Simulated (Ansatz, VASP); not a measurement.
# Cross-check of GaN between VASP and Ansatz

Wanted: the spread between two codes on one cell, functional and k mesh. The cell is taken from a series of runs on this material, whose earlier steps may have relaxed, scaled, displaced or heated it; both programs get it as it stands.

Main program and level: Ansatz 0.2.0; plane waves, with VASP 6.6.1 beside it; dielectric response at PBE.

## (1) Starting point

It takes space group F-43m (No. 216, cubic). Conventional cell: a = 4.507 Å, b = 4.507 Å, c = 4.507 Å, α = 90.00°, β = 90.00°, γ = 90.00°. Nearest to Ga lie 4 N at 1.95 Å. Nearest to N lie 4 Ga at 1.95 Å. Farther neighbours and most contacts between anions are not listed.

## (2) VASP: dielectric response, PBE

The response to a field tests empty states and converges slowly with the mesh.

Lines of VASP's logs that name or quote its potential files are left out, and so is its time.

The input, INCAR:

```
SYSTEM = GaN
PREC = Accurate
ENCUT = 520
EDIFF = 1E-08
NELM = 120
ISMEAR = 0
SIGMA = 0.01
LREAL = .FALSE.
ALGO = Normal
GGA = PE
NBANDS = 15
LORBIT = 11
LWAVE = .FALSE.
LCHARG = .FALSE.
ISIF = 2
LEPSILON = .TRUE.
LASPH = .TRUE.
GGA_COMPAT = .FALSE.
```

The input, POSCAR:

```
GaN
1.0
    0.0000000000      2.2535006075      2.2535006075
    2.2535006075      0.0000000000      2.2535006075
    2.2535006075      2.2535006075      0.0000000000
Ga N
1 1
Direct
    0.0000000000      0.0000000000      0.0000000000
    0.7500000000      0.7500000000      0.7500000000
```

The input, KPOINTS:

```
Automatic mesh
0
Gamma
8 8 8
0 0 0
```

PAW data sets: Ga_d and N (PBE family, release 64).

Launch:

```sh
> mpirun -np 1 vasp_std
```

Numbers of over 12 decimals in the logs are rounded to 6 here.

Log:

```text
[banner, memory and clock lines left out]
running    1 mpi-ranks, on    1 nodes
 distrk:  each k-point on    1 cores,    1 groups
 distr:  one band on    1 cores,    1 groups

 POSCAR found type information on POSCAR GaN
 POSCAR found :  2 types and       2 ions
 LDA part: xc-table for (Slater+PW92), standard interpolation
 POSCAR, INCAR and KPOINTS ok, starting setup
 FFT: planning ... GRIDC
 FFT: planning ... GRID_SOFT
 FFT: planning ... GRID
 WAVECAR not read
 entering main loop
       N       E                     dE             d eps       ncg     rms          rms(c)
DAV:   1     0.842859362157E+02    0.84286E+02   -0.94169E+03   949   0.216E+03
DAV:   2    -0.780117381112E+01   -0.92087E+02   -0.86863E+02   947   0.338E+02
DAV:   3    -0.140652895154E+02   -0.62641E+01   -0.62301E+01  1024   0.765E+01
DAV:   4    -0.141425967663E+02   -0.77307E-01   -0.77293E-01  1068   0.904E+00
DAV:   5    -0.141437035728E+02   -0.11068E-02   -0.11068E-02  1074   0.996E-01    0.772E+00
DAV:   6    -0.121412975415E+02    0.20024E+01   -0.51946E+00  1319   0.423E+01    0.268E+00
DAV:   7    -0.121502408425E+02   -0.89433E-02   -0.32576E-01   954   0.699E+00    0.177E+00
DAV:   8    -0.121467891411E+02    0.34517E-02   -0.59878E-02   954   0.357E+00    0.791E-01
DAV:   9    -0.121424758376E+02    0.43133E-02   -0.16071E-02  1311   0.303E+00    0.196E-01
DAV:  10    -0.121428179738E+02   -0.34214E-03   -0.16547E-03  1050   0.608E-01    0.908E-02
DAV:  11    -0.121427235542E+02    0.94420E-04   -0.31388E-04  1290   0.285E-01    0.988E-03
DAV:  12    -0.121427298889E+02   -0.63347E-05   -0.30720E-05   989   0.632E-02    0.103E-02
DAV:  13    -0.121427296857E+02    0.20314E-06   -0.11961E-06  1122   0.124E-02    0.267E-03
DAV:  14    -0.121427296234E+02    0.62342E-07   -0.55957E-08  1085   0.264E-03    0.358E-04
DAV:  15    -0.121427296185E+02    0.49222E-08   -0.49565E-09   813   0.646E-04
   1 F= -.12142730E+02 E0= -.12142730E+02  d E =-.365553E-90
 Linear response reoptimize wavefunctions to high precision
DAV:   1    -0.121427296281E+02   -0.96402E-08   -0.48887E-10   666   0.307E-04
DAV:   2    -0.121427296281E+02   -0.10914E-10   -0.12306E-10   589   0.120E-04
 Linear response G [H, r] |phi>, progress :
  Direction:   1
       N       E                     dE             d eps       ncg     rms
 LRF_COMMUTATOR internal error: the vector H(1)-e(1) S(1) |phi(0)> is not orthog
 onal to |phi(0)> (-1.043188929774005E-004,-1.512516240725903E-015)
RMM:   1    -0.451460834753E+02   -0.45146E+02    0.37263E+00  1071   0.267E+02
 LRF_COMMUTATOR internal error: the vector H(1)-e(1) S(1) |phi(0)> is not orthog
 onal to |phi(0)> (-1.043188929774005E-004,-1.512516240725903E-015)
RMM:   2    -0.483574742327E+02   -0.32114E+01   -0.74627E+01  1695   0.580E+01
 LRF_COMMUTATOR internal error: the vector H(1)-e(1) S(1) |phi(0)> is not orthog
 onal to |phi(0)> (-1.043188929774005E-004,-1.512516240725903E-015)
RMM:   3    -0.494017457398E+02   -0.10443E+01   -0.30573E+00  1764   0.160E+01
RMM:   4    -0.494630757929E+02   -0.61330E-01   -0.69267E-02  1877   0.352E+00
RMM:   5    -0.494759863381E+02   -0.12911E-01   -0.12101E-02  1920   0.769E-01
RMM:   6    -0.494761139607E+02   -0.12762E-03   -0.23377E-03  1941   0.232E-01
RMM:   7    -0.494759689927E+02    0.14497E-03    0.17965E-04  1969   0.703E-02
RMM:   8    -0.494760221194E+02   -0.53127E-04   -0.23262E-04  1965   0.236E-02
RMM:   9    -0.494759992986E+02    0.22821E-04    0.94126E-06  1946   0.866E-03
RMM:  10    -0.494760038193E+02   -0.45207E-05   -0.33966E-05  1846   0.378E-03
RMM:  11    -0.494760012203E+02    0.25990E-05   -0.78177E-06  1689   0.250E-03
RMM:  12    -0.494760018390E+02   -0.61869E-06   -0.13962E-05  1545   0.191E-03
RMM:  13    -0.494760009593E+02    0.87973E-06   -0.53381E-06  1368   0.188E-03
RMM:  14    -0.494760014833E+02   -0.52396E-06   -0.10534E-05  1198   0.182E-03
RMM:  15    -0.494760011013E+02    0.38194E-06   -0.67699E-06  1062   0.191E-03
 Linear response G [H, r] |phi>, progress :
  Direction:   2
       N       E                     dE             d eps       ncg     rms
RMM:   1    -0.450012804999E+02   -0.45001E+02   -0.19817E+01  1060   0.265E+02
RMM:   2    -0.491267534470E+02   -0.41255E+01   -0.72039E+01  1682   0.576E+01
RMM:   3    -0.499837225019E+02   -0.85697E+00   -0.36518E+00  1758   0.165E+01
RMM:   4    -0.500110397992E+02   -0.27317E-01   -0.25065E-01  1873   0.362E+00
RMM:   5    -0.500072984559E+02    0.37413E-02   -0.99409E-03  1918   0.781E-01
RMM:   6    -0.500076467491E+02   -0.34829E-03   -0.21224E-03  1928   0.240E-01
RMM:   7    -0.500075280227E+02    0.11873E-03    0.22625E-04  1945   0.757E-02
RMM:   8    -0.500075867933E+02   -0.58771E-04   -0.22251E-04  1942   0.255E-02
RMM:   9    -0.500075641860E+02    0.22607E-04    0.21693E-05  1958   0.909E-03
RMM:  10    -0.500075697731E+02   -0.55871E-05   -0.32199E-05  1850   0.386E-03
RMM:  11    -0.500075668609E+02    0.29122E-05   -0.28455E-06  1680   0.232E-03
[...]
onal to |phi(0)> (-1.115725437166940E-004,-6.175615574477433E-016)
 LRF_COMMUTATOR internal error: the vector H(1)-e(1) S(1) |phi(0)> is not orthog
 onal to |phi(0)> (1.229588422821948E-004,5.190292640122607E-015)
RMM:   2    -0.413043388220E+02   -0.20284E+01   -0.65699E+01  1621   0.515E+01
 LRF_COMMUTATOR internal error: the vector H(1)-e(1) S(1) |phi(0)> is not orthog
[...]
RMM:   6    -0.391069163540E+00   -0.13804E-06   -0.93144E-07  1876   0.702E-03
RMM:   7    -0.391069162344E+00    0.11965E-08   -0.11115E-07  1785   0.232E-03
RMM:   8    -0.391069163133E+00   -0.78869E-09   -0.12887E-08  1582   0.834E-04
 change of polarisation eV/A/(eV/A) component  1 :     0.782     0.327     0.084
 dielectric tensor                  component  1 :     7.184     2.586     0.665
 Linear response to external field (no local field effect), progress :
  Direction:   2
       N       E                     dE             d eps       ncg     rms          rms(c)
RMM:   1    -0.644736992037E-01   -0.64474E-01    0.18971E+00   949   0.771E+00
RMM:   2    -0.393135510124E+00   -0.32866E+00   -0.32285E-02  1782   0.155E+00
RMM:   3    -0.395106454247E+00   -0.19709E-02   -0.55726E-03  1794   0.376E-01
RMM:   4    -0.395131433569E+00   -0.24979E-04   -0.12858E-04  1851   0.885E-02
RMM:   5    -0.395133412428E+00   -0.19789E-05   -0.87278E-06  1844   0.224E-02
RMM:   6    -0.395133563321E+00   -0.15089E-06   -0.96508E-07  1862   0.695E-03
RMM:   7    -0.395133571453E+00   -0.81321E-08   -0.97087E-08  1780   0.225E-03
 change of polarisation eV/A/(eV/A) component  2 :     0.327     0.790    -0.102
 dielectric tensor                  component  2 :     2.586     7.248    -0.805
 Linear response to external field (no local field effect), progress :
  Direction:   3
       N       E                     dE             d eps       ncg     rms          rms(c)
RMM:   1    -0.667483868199E-01   -0.66748E-01    0.82263E-01   959   0.619E+00
RMM:   2    -0.222470350492E+00   -0.15572E+00   -0.26620E-02  1775   0.134E+00
RMM:   3    -0.223667773760E+00   -0.11974E-02   -0.33933E-03  1772   0.351E-01
RMM:   4    -0.223734246106E+00   -0.66472E-04   -0.16577E-04  1851   0.909E-02
RMM:   5    -0.223737046633E+00   -0.28005E-05   -0.78048E-06  1826   0.195E-02
RMM:   6    -0.223737110194E+00   -0.63561E-07   -0.71375E-07  1824   0.626E-03
RMM:   7    -0.223737122665E+00   -0.12470E-07   -0.82695E-08  1689   0.186E-03
RMM:   8    -0.223737122455E+00    0.20951E-09   -0.30620E-09  1461   0.646E-04
 change of polarisation eV/A/(eV/A) component  3 :     0.084    -0.102     0.447
 dielectric tensor                  component  3 :     0.666    -0.806     4.538
 Linear response to external field, progress :
  Direction:   1
       N       E                     dE             d eps       ncg     rms          rms(c)
RMM:   1    -0.649297310544E-01   -0.64930E-01    0.15603E+00  3106   0.729E+00
RMM:   2    -0.334848034965E+00   -0.26992E+00   -0.30159E-02  5853   0.149E+00    0.885E-01
RMM:   3    -0.334881811708E+00   -0.33777E-04   -0.49567E-03  5747   0.546E-01    0.523E-01
RMM:   4    -0.353438698807E+00   -0.18557E-01   -0.36643E-03  5705   0.558E-01    0.409E-02
RMM:   5    -0.353644230949E+00   -0.20553E-03   -0.12574E-04  5957   0.116E-01    0.314E-02
RMM:   6    -0.354354458798E+00   -0.71023E-03   -0.14381E-05  5532   0.466E-02    0.539E-03
RMM:   7    -0.354534477842E+00   -0.18002E-03    0.36493E-06  6099   0.119E-02    0.231E-03
RMM:   8    -0.354528820167E+00    0.56577E-05    0.10656E-07  5889   0.425E-03    0.392E-04
RMM:   9    -0.354542157494E+00   -0.13337E-04    0.35075E-07  5997   0.112E-03    0.178E-04
RMM:  10    -0.354543347258E+00   -0.11898E-05   -0.46620E-08  5885   0.501E-04    0.703E-05
RMM:  11    -0.354542021236E+00    0.13260E-05    0.54088E-08  5305   0.155E-04    0.209E-05
RMM:  12    -0.354542074774E+00   -0.53538E-07   -0.10486E-07  3649   0.728E-05    0.437E-06
 change of polarisation eV/A/(eV/A) component  1 :     0.657     0.150     0.071
 dielectric tensor                  component  1 :     6.193     1.185     0.559
 Linear response to external field, progress :
  Direction:   2
       N       E                     dE             d eps       ncg     rms          rms(c)
RMM:   1    -0.641823364573E-01   -0.64182E-01    0.15678E+00  3104   0.729E+00
RMM:   2    -0.334831671840E+00   -0.27065E+00   -0.30398E-02  5854   0.149E+00    0.885E-01
RMM:   3    -0.334880619888E+00   -0.48948E-04   -0.49486E-03  5749   0.545E-01    0.523E-01
RMM:   4    -0.353441085339E+00   -0.18560E-01   -0.36474E-03  5712   0.558E-01    0.410E-02
RMM:   5    -0.353644823709E+00   -0.20374E-03   -0.11504E-04  5964   0.117E-01    0.314E-02
RMM:   6    -0.354354917196E+00   -0.71009E-03   -0.12259E-05  5524   0.467E-02    0.542E-03
RMM:   7    -0.354534670519E+00   -0.17975E-03    0.36814E-06  6110   0.119E-02    0.230E-03
RMM:   8    -0.354528521491E+00    0.61490E-05   -0.17878E-08  5877   0.428E-03    0.430E-04
RMM:   9    -0.354542931528E+00   -0.14410E-04    0.33357E-07  5987   0.112E-03    0.165E-04
RMM:  10    -0.354543475996E+00   -0.54447E-06    0.65557E-08  5905   0.483E-04    0.684E-05
RMM:  11    -0.354542168917E+00    0.13071E-05    0.10565E-07  5277   0.149E-04    0.190E-05
RMM:  12    -0.354542250484E+00   -0.81567E-07   -0.46509E-08  3319   0.697E-05    0.388E-06
 change of polarisation eV/A/(eV/A) component  2 :     0.143     0.657     0.063
 dielectric tensor                  component  2 :     1.127     6.193     0.498
 Linear response to external field, progress :
  Direction:   3
       N       E                     dE             d eps       ncg     rms          rms(c)
RMM:   1    -0.633993778297E-01   -0.63399E-01    0.15756E+00  3106   0.729E+00
RMM:   2    -0.334846464592E+00   -0.27145E+00   -0.30173E-02  5853   0.149E+00    0.885E-01
RMM:   3    -0.334881545696E+00   -0.35081E-04   -0.49532E-03  5746   0.546E-01    0.523E-01
RMM:   4    -0.353438632786E+00   -0.18557E-01   -0.36614E-03  5706   0.558E-01    0.409E-02
RMM:   5    -0.353644303656E+00   -0.20567E-03   -0.12493E-04  5953   0.116E-01    0.314E-02
RMM:   6    -0.354354612932E+00   -0.71031E-03   -0.14852E-05  5532   0.466E-02    0.538E-03
RMM:   7    -0.354534825654E+00   -0.18021E-03    0.32674E-06  6109   0.119E-02    0.231E-03
RMM:   8    -0.354528927050E+00    0.58986E-05   -0.14195E-07  5891   0.425E-03    0.402E-04
RMM:   9    -0.354542362541E+00   -0.13435E-04    0.20837E-07  5996   0.111E-03    0.176E-04
RMM:  10    -0.354543445896E+00   -0.10834E-05   -0.98806E-08  5871   0.497E-04    0.690E-05
RMM:  11    -0.354542154868E+00    0.12910E-05    0.36243E-09  5313   0.154E-04    0.203E-05
RMM:  12    -0.354542232855E+00   -0.77987E-07   -0.14740E-07  3489   0.717E-05    0.394E-06
 change of polarisation eV/A/(eV/A) component  3 :     0.112     0.108     0.657
 dielectric tensor                  component  3 :     0.886     0.857     6.193
 Born effective charges drift removed
```

From OUTCAR (step 2):

```text
ion  position               nearest neighbor table
   1  0.000  0.000  0.000-   2 1.95   2 1.95   2 1.95   2 1.95
   2  0.750  0.750  0.750-   1 1.95   1 1.95   1 1.95   1 1.95

  LATTYP: Found a face centered cubic cell.
 ALAT       =     4.5070012150

 Subroutine GETGRP returns: Found 24 space group operations
 (whereof 24 operations were pure point group operations)

The static configuration has the point symmetry T_d .

 Found     29 irreducible k-points:

   k-points           NKPTS =     29   k-points in BZ     NKDIM =     29   number of bands    NBANDS=     15

   dimension x,y,z NGX =    24 NGY =   24 NGZ =   24
   dimension x,y,z NGXF=    48 NGYF=   48 NGZF=   48

   ENCUT  =  520.0 eV  38.22 Ry    6.18 a.u.   5.93  5.93  5.93*2*pi/ulx,y,z

   NELECT =      18.0000    total number of electrons

 k-points in reciprocal lattice and weights: Automatic mesh
   0.00000000  0.00000000  0.00000000       0.002
   0.12500000  0.00000000  0.00000000       0.016
   0.25000000  0.00000000  0.00000000       0.016
   0.37500000  0.00000000  0.00000000       0.016
   0.50000000  0.00000000  0.00000000       0.008
   0.12500000  0.12500000  0.00000000       0.012
   0.25000000  0.12500000  0.00000000       0.047
   0.37500000  0.12500000  0.00000000       0.047
   0.50000000  0.12500000  0.00000000       0.047
[...]
-0.37500000  0.50000000  0.12500000       0.023
  -0.25000000  0.50000000  0.25000000       0.012

 average (electrostatic) potential at core
       1 -63.5194       2 -62.0764

  Total        0.7228515      0.7228515      0.7228515     -0.0000000     -0.0000000      0.0000000
  in kB       50.6007106     50.6007106     50.6007106     -0.0000000     -0.0000000      0.0000000
  external PRESSURE =      50.6007106 kB  Pullay stress =       0.0000000 kB

  energy-cutoff  :      520.00
  volume of cell :       22.89
      direct lattice vectors                 reciprocal lattice vectors
     0.000000000  2.253500607  2.253500607    -0.221877020  0.221877020  0.221877020
     2.253500607  0.000000000  2.253500607     0.221877020 -0.221877020  0.221877020
     2.253500607  2.253500607  0.000000000     0.221877020  0.221877020 -0.221877020

 POSITION                                       TOTAL-FORCE (eV/Angst)
 -----------------------------------------------------------------------------------
      0.00000      0.00000      0.00000        -0.000000     -0.000000     -0.000000
      3.38025      3.38025      3.38025         0.000000      0.000000      0.000000
 -----------------------------------------------------------------------------------
    total drift:                               -0.000002     -0.000002     -0.000002

 MACROSCOPIC STATIC DIELECTRIC TENSOR (including local field effects in DFT)
 ------------------------------------------------------
           6.192993    -0.000000    -0.000000
          -0.000000     6.192993     0.000000
           0.000000    -0.000000     6.192993
 ------------------------------------------------------

 PIEZOELECTRIC TENSOR (including local field effects)  for field in x, y, z        (C/m^2)
          XX          YY          ZZ          XY          YZ          ZX
  --------------------------------------------------------------------------------
  x     0.00000     0.00000     0.00000     0.00000     1.03090     0.00000
  y     0.00000    -0.00000     0.00000     0.00000     0.00000     1.03090
  z     0.00000     0.00000     0.00000     1.03090     0.00000     0.00000

 BORN EFFECTIVE CHARGES (including local field effects) (in |e|, cummulative output)
 ---------------------------------------------------------------------------------
 ion    1
    1     2.67520     0.00000    -0.00000
    2     0.00000     2.67520     0.00000
    3     0.00000     0.00000     2.67520
 ion    2
    1    -2.67520     0.00000     0.00000
    2     0.00000    -2.67520     0.00000
    3     0.00000    -0.00000    -2.67520
```

[end of part 1 of 2]

[Lines on the potential files, build, host, timing and source positions are cut from VASP's logs without a mark.]

[Logs are printed without paths, hosts, clocks, repeated set-up lines and the standing remarks that a program may print on its own settings, such as how far it seeks lower states.]

[Hosts, paths, dates, database ids (printed as entryN), source tags and the programs' standing remarks are cut or masked in the printed files.]
